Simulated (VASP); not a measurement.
Runs of VASP 6.6.1 on MoS2. The structure is hexagonal, space group P6_3/mmc (No. 194). Conventional cell: a = 3.161 Å, b = 3.161 Å, c = 15.983 Å, α = 90.00°, β = 90.00°, γ = 120.00°. Mo (site symmetry -6m2) has 6 S at 2.40 Å as nearest neighbours. S (site symmetry 3m) is surrounded by 3 Mo at 2.40 Å. The cell was built by a generator and needn't be a form met in nature.

| level | gap on the mesh (eV) | pressure (GPa) | largest force (eV/Å) |
| --- | --- | --- | --- |
| vdW-DF | 1.85 | 5.4 | 0.65 |
| PBE | 1.87 | 1.4 | 0.10 |
| SCAN+rVV10 | 1.98 | (a) | 0.14 |
| PBE+TS | 1.87 | (b) | 0.08 |
| PBE+D3(BJ) | 1.87 | -0.8 | 0.03 |
| optB88-vdW | 1.85 | 2.1 | 0.32 |
| rev-vdW-DF2 | 1.86 | 0.3 | 0.14 |

Alike in all rows: task single point; potentials or basis VASP PAW PBE potentials, release 64 (Mo_sv, S); no spin polarisation; cell as given; k mesh 8 × 8 × 2; cutoff (eV) 520; smearing fermi-dirac 0.05 eV.

Problem. Estimate the missing entries.

Solution. (a) -0.6; (b) -0.3.

Caveats: the PAW data sets were made with another functional, which shifts forces and pressure a little (some runs); this functional lacks dispersion, which binds the layers, so the pressure and a relaxed spacing across them are unreliable (some runs).

A k mesh can miss the band edges, and the runs leave out spin-orbit coupling on Mo.
